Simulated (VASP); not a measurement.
Given:

```yaml
crystal:
  lattice:
    - [3.84878, 0.00000, 0.00000]
    - [-1.92439, 3.33314, 0.00000]
    - [0.00000, 0.00000, 6.82253]
  atoms:
    - { symbol: Tb, position: [0.33333, 0.66667, 0.29091] }
    - { symbol: Tb, position: [0.66667, 0.33333, 0.70909] }
    - { symbol: Se, position: [0.00000, 0.00000, 0.00000] }
    - { symbol: O, position: [0.33333, 0.66667, 0.62530] }
    - { symbol: O, position: [0.66667, 0.33333, 0.37470] }
```

Level of theory: r2SCAN meta-GGA, VASP's PBE PAW potentials (set 64) (plane waves; VASP). Run with 520 eV cut-off, 6×6×3 Γ-centred mesh, Gaussian smearing of 0.050 eV, potentials Tb_3 Se O.

The 4f electrons are frozen in the core of the lanthanide potential, so 4f levels, which can set the real gap, and their magnetism are missing.

### Question
Predict the energy per atom (σ→0).

### Answer

- energy per atom (σ→0) = -21.202 eV/atom

The structure comes from a computed database's Tb2SeO2 entry (P-3m1); how it stands against other phases isn't given here. It was relaxed first. The start is the result of an earlier pass.
